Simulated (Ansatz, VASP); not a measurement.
# CsPbBr3: VASP beside Ansatz

One calculation is typed for both programs; each brings its own data sets. How far apart do they land? The cell is taken from a series of runs on this material, whose earlier steps may have relaxed, scaled, displaced or heated it; both programs get it as it stands.

Method: plane waves, with VASP 6.6.1 beside it; G0W0 gap at HF with an exact-exchange share of 1, in Ansatz 0.2.0.

## (1) Starting point

It takes space group Pm-3m (No. 221, cubic). Conventional cell: a = 5.870 Å, b = 5.870 Å, c = 5.870 Å, α = 90.00°, β = 90.00°, γ = 90.00°. Nearest to Cs lie 12 Br at 4.15 Å. Pb has 6 Br at 2.94 Å nearest. Br has 2 Pb at 2.94 Å and 4 Cs at 4.15 Å nearest. Farther neighbours and most contacts between anions are not listed.

Coordinates:

```xyz
5
Lattice="5.8700 0.0000 0.0000 0.0000 5.8700 0.0000 0.0000 0.0000 5.8700" Properties=species:S:1:pos:R:3 pbc="T T T"
Cs    0.0000    0.0000    0.0000
Pb    2.9350    2.9350    2.9350
Br    0.0000    2.9350    2.9350
Br    2.9350    0.0000    2.9350
Br    2.9350    2.9350    0.0000
```

## (2) VASP: G0W0 gap, HF with an exact-exchange share of 1

Quasiparticle shifts depend on high empty states and on the cores, so they are the hardest test of two PAW sets.

Lines of VASP's logs that name or quote its potential files are left out, and so is its time.

The run reads the wave functions of an earlier VASP run, which isn't shown here.

The input, INCAR:

```
SYSTEM = CsPbBr3
PREC = Accurate
ENCUT = 300
ISMEAR = 0
SIGMA = 0.01
LREAL = .FALSE.
LHFCALC = .TRUE.
AEXX = 1
GGA = PE
ALDAC = 0
AGGAC = 0
LASPH = .TRUE.
NBANDS = 482
PRECFOCK = Fast
ALGO = EVGW0
NELMGW = 1
ENCUTGW = 100
NOMEGA = 64
NBANDSGW = 31
LWAVE = .FALSE.
LCHARG = .FALSE.
```

The input, POSCAR:

```
CsPbBr3
1.0
    5.8700000000      0.0000000000      0.0000000000
    0.0000000000      5.8700000000      0.0000000000
    0.0000000000      0.0000000000      5.8700000000
Cs Pb Br
1 1 3
Direct
    0.0000000000      0.0000000000      0.0000000000
    0.5000000000      0.5000000000      0.5000000000
    0.0000000000      0.5000000000      0.5000000000
    0.5000000000      0.0000000000      0.5000000000
    0.5000000000      0.5000000000      0.0000000000
```

The input, KPOINTS:

```
Automatic mesh
0
Gamma
2 2 2
0 0 0
```

The projector-augmented-wave data sets are Cs_sv_GW, Pb_d_GW and Br_GW (PBE family, release 64).

The run is started by

```console
export OMP_NUM_THREADS=3
mpirun -np 1 vasp_std
```

Numbers of over 12 decimals in the logs are rounded to 6 here.

What it wrote:

```text
[banner, memory and clock lines left out]
running    1 mpi-ranks, on    1 nodes
 distrk:  each k-point on    1 cores,    1 groups
 distr:  one band on    1 cores,    1 groups
 Offloading initialized ...    1 GPUs detected
 POSCAR found type information on POSCAR CsPbBr
 POSCAR found :  3 types and       5 ions
|                                                                             |
|           W    W    AA    RRRRR   N    N  II  N    N   GGGG   !!!           |
|           W    W   A  A   R    R  NN   N  II  NN   N  G    G  !!!           |
|           W    W  A    A  R    R  N N  N  II  N N  N  G       !!!           |
|           W WW W  AAAAAA  RRRRR   N  N N  II  N  N N  G  GGG   !            |
|           WW  WW  A    A  R   R   N   NN  II  N   NN  G    G                |
|           W    W  A    A  R    R  N    N  II  N    N   GGGG   !!!           |
|                                                                             |
|     The default for ENCUTGWSOFT is different in this version of VASP.       |
|     please manually set ENCUTGWSOFT =100 in the INCAR file.                 |
|                                                                             |

 LDA part: xc-table for (Slater+PW92), standard interpolation
 found WAVECAR, reading the header
 POSCAR, INCAR and KPOINTS ok, starting setup
 FFT: planning ... GRIDC
 FFT: planning ... GRID_SOFT
 FFT: planning ... GRID
 reading WAVECAR
 the WAVECAR file was read successfully
 initial charge from wavefunction
 available memory per node:   1645.32 GB, setting MAXMEM to   1684810

 The Fermi energy was updated, please check that it is located mid-gap
 values below the HOMO (VB) or above the LUMO (CB) will cause erroneous energies
 E-fermi :   2.6187

 calculate exact exchange contribution
 the WAVEDER file was read successfully
energies w=
    0.000    0.000    3.494    0.000    6.983    0.000   10.460    0.000
   13.920    0.000   17.360    0.000   20.773    0.000   24.157    0.000
   27.509    0.000   30.826    0.000   34.106    0.000   37.349    0.000
   40.553    0.000   43.720    0.000   46.850    0.000   49.945    0.000
   53.006    0.000   56.035    0.000   59.036    0.000   62.011    0.000
   64.963    0.000   67.896    0.000   70.813    0.000   73.719    0.000
   76.618    0.000   79.514    0.000   82.411    0.000   85.315    0.000
   88.230    0.000   91.162    0.000   94.116    0.000   97.098    0.000
  100.115    0.000  103.172    0.000  106.277    0.000  109.437    0.000
  112.661    0.000  115.957    0.000  119.334    0.000  122.803    0.000
  126.375    0.000  130.062    0.000  133.878    0.000  137.838    0.000
  141.958    0.000  146.258    0.000  150.758    0.000  155.483    0.000
  160.459    0.000  165.718    0.000  171.294    0.000  177.228    0.000
  183.567    0.000  190.367    0.000  197.691    0.000  205.615    0.000
  214.230    0.000  223.643    0.000  233.985    0.000  245.414    0.000
  258.124    0.000  272.360    0.000  288.425    0.000  306.709    0.000
 responsefunction array rank=     480
 LDA part: xc-table for (Slater+PW92), standard interpolation

 min. memory requirement per mpi rank    738.4 MB, per node    738.4 MB

 allocating  64 responsefunctions rank=   480
 shmem allocating  64 responsefunctions rank=   480
 response function shared by NCSHMEM nodes    1
 Doing            64  frequencies on each core in blocks of            64
NQ=   1    0.0000    0.0000    0.0000,
|.........|.........|.........|.........|.........|.........|.........|.........
 performed        288000 updates of chi_q(r,r)
 total number of BLAS operations        490.41 Gflops
NQ=   2    0.5000    0.0000    0.0000,
|.........|.........|.........|.........|.........|.........|.........|.........
 performed        695000 updates of chi_q(r,r)
 total number of BLAS operations       1199.18 Gflops
NQ=   3    0.5000    0.5000    0.0000,
|.........|.........|.........|.........|.........|.........|.........|.........
 performed       1102000 updates of chi_q(r,r)
 total number of BLAS operations       1914.05 Gflops
NQ=   4    0.5000    0.5000    0.5000,
|.........|.........|.........|.........|.........|.........|.........|.........
 performed       1390000 updates of chi_q(r,r)
 total number of BLAS operations       2445.71 Gflops
 resolving degeneracies of screened two electron integrals

 calculate QP shifts <psi_nk| G(iteration)W_0 |psi_nk>: iteration 1
 entering main loop
```

Parts of OUTCAR (step 2):

```text
ion  position               nearest neighbor table
   1  0.000  0.000  0.000-
   2  0.500  0.500  0.500-   3 2.94   4 2.94   5 2.94   5 2.94   4 2.94   3 2.94
   3  0.000  0.500  0.500-   2 2.94   2 2.94
   4  0.500  0.000  0.500-   2 2.94   2 2.94
   5  0.500  0.500  0.000-   2 2.94   2 2.94

  LATTYP: Found a simple cubic cell.
 ALAT       =     5.8700000000

 Subroutine GETGRP returns: Found 48 space group operations
 (whereof 48 operations were pure point group operations)

The static configuration has the point symmetry O_h .

 Found      4 irreducible k-points:

   k-points           NKPTS =      4   k-points in BZ     NKDIM =      8   number of bands    NBANDS=    482

   dimension x,y,z NGX =    36 NGY =   36 NGZ =   36
   dimension x,y,z NGXF=    72 NGYF=   72 NGZF=   72

   ENCUT  =  300.0 eV  22.05 Ry    4.70 a.u.   8.29  8.29  8.29*2*pi/ulx,y,z

   NELECT =      46.0000    total number of electrons

  energy-cutoff  :      300.00
  volume of cell :      202.26
      direct lattice vectors                 reciprocal lattice vectors
     5.870000000  0.000000000  0.000000000     0.170357751  0.000000000  0.000000000
     0.000000000  5.870000000  0.000000000     0.000000000  0.170357751  0.000000000
     0.000000000  0.000000000  5.870000000     0.000000000  0.000000000  0.170357751

 k-points in reciprocal lattice and weights: Automatic mesh
   0.00000000  0.00000000  0.00000000       0.125
   0.50000000  0.00000000  0.00000000       0.375
   0.50000000  0.50000000  0.00000000       0.375
   0.50000000  0.50000000  0.50000000       0.125

 E-fermi :   2.6187

 QP shifts <psi_nk| G(iteration)W_0 |psi_nk>: iteration 1
 for sc-GW calculations column KS-energies equals QP-energies in previous step
 and V_xc(KS)=  KS-energies - (<T + V_ion + V_H > + <T+V_H+V_ion>^1  + <V_x>^1)
 k-point   1 :       0.0000    0.0000    0.0000
  band No.  KS-energies  QP-energies   sigma(KS)   V_xc(KS)     V^pw_x(r,r')   Z            occupation Imag(sigma)
    ...
     20      -5.1082      -3.8099     -14.9052     -16.3579     -16.3510       0.8937       2.0000       0.3043
     21      -4.8730      -3.5955     -15.1310     -16.5594     -16.5523       0.8943       2.0000       0.2988
     22      -4.8730      -3.5955     -15.1310     -16.5594     -16.5523       0.8943       2.0000       0.2988
     23      -4.8730      -3.5955     -15.1310     -16.5594     -16.5523       0.8943       2.0000       0.2988
     24       7.7476       5.6492      -4.5808      -2.3003      -2.2994       0.9201       0.0000      -0.2588
     25       8.8217       6.8067      -4.4363      -2.2500      -2.2508       0.9216       0.0000      -0.2550
     26       8.8217       6.8067      -4.4363      -2.2500      -2.2508       0.9216       0.0000      -0.2550
     27       9.8670       7.7117      -5.2174      -2.8653      -2.8657       0.9163       0.0000      -0.2682
    ...

 k-point   2 :       0.5000    0.0000    0.0000
  band No.  KS-energies  QP-energies   sigma(KS)   V_xc(KS)     V^pw_x(r,r')   Z            occupation Imag(sigma)
    ...
     20      -5.2264      -3.9376     -14.7199     -16.1619     -16.1552       0.8937       2.0000       0.3045
     21      -5.0331      -3.7470     -14.9679     -16.4062     -16.3992       0.8942       2.0000       0.3020
     22      -5.0331      -3.7470     -14.9679     -16.4062     -16.3992       0.8942       2.0000       0.3020
     23      -3.6080      -2.7385     -15.2888     -16.2546     -16.2486       0.9003       2.0000       0.2505
     24       7.8235       5.5505      -8.1025      -5.5877      -5.5870       0.9039       0.0000      -0.2819
     25       9.3805       7.2715      -5.0147      -2.7168      -2.7166       0.9178       0.0000      -0.2696
     26       9.8588       7.7506      -4.6547      -2.3584      -2.3566       0.9181       0.0000      -0.2732
     27      10.0836       8.0335      -4.9356      -2.7028      -2.7043       0.9182       0.0000      -0.2674
    ...

 k-point   3 :       0.5000    0.5000    0.0000
  band No.  KS-energies  QP-energies   sigma(KS)   V_xc(KS)     V^pw_x(r,r')   Z            occupation Imag(sigma)
    ...
     20      -5.3755      -4.0761     -14.6854     -16.1422     -16.1356       0.8920       2.0000       0.3086
     21      -5.2474      -3.9239     -15.4295     -16.9168     -16.9072       0.8898       2.0000       0.3098
     22      -4.4574      -3.1982     -15.2360     -16.6444     -16.6373       0.8940       2.0000       0.2915
     23      -2.3953      -1.7540     -15.2620     -15.9733     -15.9689       0.9017       2.0000       0.2202
     24       7.2073       4.9747      -7.7892      -5.3265      -5.3256       0.9066       0.0000      -0.2709
     25       7.2073       4.9747      -7.7892      -5.3265      -5.3256       0.9066       0.0000      -0.2709
     26      10.3207       7.9787      -7.8686      -5.2771      -5.2760       0.9038       0.0000      -0.3118
     27      10.4593       8.2931      -5.2370      -2.8735      -2.8736       0.9165       0.0000      -0.2741
    ...

 k-point   4 :       0.5000    0.5000    0.5000
  band No.  KS-energies  QP-energies   sigma(KS)   V_xc(KS)     V^pw_x(r,r')   Z            occupation Imag(sigma)
    ...
     20      -4.4478      -3.1858     -15.2519     -16.6620     -16.6548       0.8950       2.0000       0.2917
     21      -4.4478      -3.1858     -15.2519     -16.6620     -16.6548       0.8950       2.0000       0.2917
     22      -4.4478      -3.1858     -15.2519     -16.6620     -16.6548       0.8950       2.0000       0.2917
     23      -1.3067      -0.8351     -15.3125     -15.8337     -15.8308       0.9049       2.0000       0.1988
     24       6.5440       4.3483      -7.3562      -4.9418      -4.9408       0.9094       0.0000      -0.2625
     25       6.5440       4.3483      -7.3562      -4.9418      -4.9408       0.9094       0.0000      -0.2625
     26       6.5440       4.3483      -7.3562      -4.9418      -4.9408       0.9094       0.0000      -0.2625
     27       9.4203       7.2723      -4.6451      -2.3047      -2.3049       0.9178       0.0000      -0.2651
    ...
```

[end of part 1 of 2]

[Lines on the potential files, build, host, timing and source positions are cut from VASP's logs without a mark.]

[Logs are printed without paths, hosts, clocks, repeated set-up lines and the standing remarks that a program may print on its own settings, such as how far it seeks lower states.]

[Hosts, paths, dates, database ids (printed as entryN), source tags and the programs' standing remarks are cut or masked in the printed files.]
